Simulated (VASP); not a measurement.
Runs of VASP 6.6.1 on AlN. Symmetry: P6_3mc, No. 186, hexagonal system. Conventional cell: a = 3.112 Å, b = 3.112 Å, c = 4.980 Å, α = 90.00°, β = 90.00°, γ = 120.00°. Al (site symmetry 3m) is surrounded by 4 N at 1.89 to 1.90 Å. N (site symmetry 3m) is surrounded by 4 Al at 1.89 to 1.90 Å. The cell was built by a generator and needn't be a form met in nature.

```tsv
task	level	k mesh	smearing	k mesh for the DOS	occupations for the DOS	grid for exact exchange (PRECFOCK)	screening parameter	gap on the mesh (eV)	pressure (GPa)
band structure	r2SCAN	8 × 8 × 5	gaussian 0.05 eV	-	-	-	-	4.88	(a)
density of states	HSE06	6 × 6 × 4	tetrahedron	-	-	Fast	0.2 1/A	5.57	-1.6
band structure	HSE06	6 × 6 × 4	gaussian 0.05 eV	-	-	Normal	0.2 1/A	5.57	-1.6
band structure	PBE	8 × 8 × 5	gaussian 0.05 eV	-	-	-	-	4.20	3.6
```

Alike in all rows: potentials or basis VASP PAW PBE potentials, release 64 (Al, N); no spin polarisation; cell as given; cutoff (eV) 520.

Task: Fill in the values left out.

Result: (a) -1.2.

Caveats: the PAW data sets were made with another functional, which shifts forces and pressure a little (some runs).

A k mesh can miss the band edges.

Not every run made on this cell is shown here.
